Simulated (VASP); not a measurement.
OSZICAR of a VASP run on CuI (zinc blende):

**OSZICAR**
```
       N       E                     dE             d eps       ncg     rms          rms(c)
DAV:   1     0.107940508453E+03    0.10794E+03   -0.84016E+03   754   0.157E+03
DAV:   2     0.950299671085E+00   -0.10699E+03   -0.10084E+03   754   0.277E+02
DAV:   3    -0.707029440385E+01   -0.80206E+01   -0.79106E+01  1037   0.870E+01
DAV:   4    -0.733325338107E+01   -0.26296E+00   -0.26280E+00   902   0.138E+01
DAV:   5    -0.734341869355E+01   -0.10165E-01   -0.10165E-01  1119   0.283E+00    0.703E+00
DAV:   6    -0.721789123684E+01    0.12553E+00   -0.55819E+00   764   0.757E+01    0.449E+00
DAV:   7    -0.696919887947E+01    0.24869E+00   -0.12836E+00   864   0.454E+01    0.229E+00
DAV:   8    -0.696611097669E+01    0.30879E-02   -0.81546E-02  1132   0.546E+00    0.583E-01
DAV:   9    -0.696015852872E+01    0.59524E-02   -0.22236E-02   916   0.519E+00    0.250E-01
DAV:  10    -0.696023863202E+01   -0.80103E-04   -0.10261E-03   839   0.268E-01    0.186E-01
DAV:  11    -0.696007275049E+01    0.16588E-03   -0.95550E-04  1016   0.115E+00    0.429E-02
DAV:  12    -0.696007516584E+01   -0.24153E-05   -0.12674E-04  1068   0.141E-01    0.443E-02
DAV:  13    -0.696007513244E+01    0.33395E-07   -0.30126E-06  1206   0.227E-02    0.195E-02
DAV:  14    -0.696007401522E+01    0.11172E-05   -0.16273E-06  1119   0.362E-02    0.186E-02
DAV:  15    -0.696007356990E+01    0.44533E-06   -0.11696E-06   999   0.349E-02    0.473E-03
DAV:  16    -0.696007352133E+01    0.48565E-07   -0.35485E-07   700   0.195E-02
   1 F= -.69600735E+01 E0= -.69600735E+01  d E =-.612026E-14
```

**Question.** Which electronic solver shows in the log?

**Answer.** It is blocked Davidson (ALGO = Normal, or the opening steps of other solvers). The INCAR had ALGO = Normal.

**Question.** Can the final energy be trusted as converged?

**Answer.** Self-consistency was reached. It stopped with EDIFF = 1E-7, NELM = 100 (LDA (Ceperley-Alder, Perdew-Zunger), plane waves, VASP's LDA PAW potentials (set 64)).

The compound is CuI in the zinc blende structure. This cell is one point of a volume scan, at 0.94 of the reference volume.
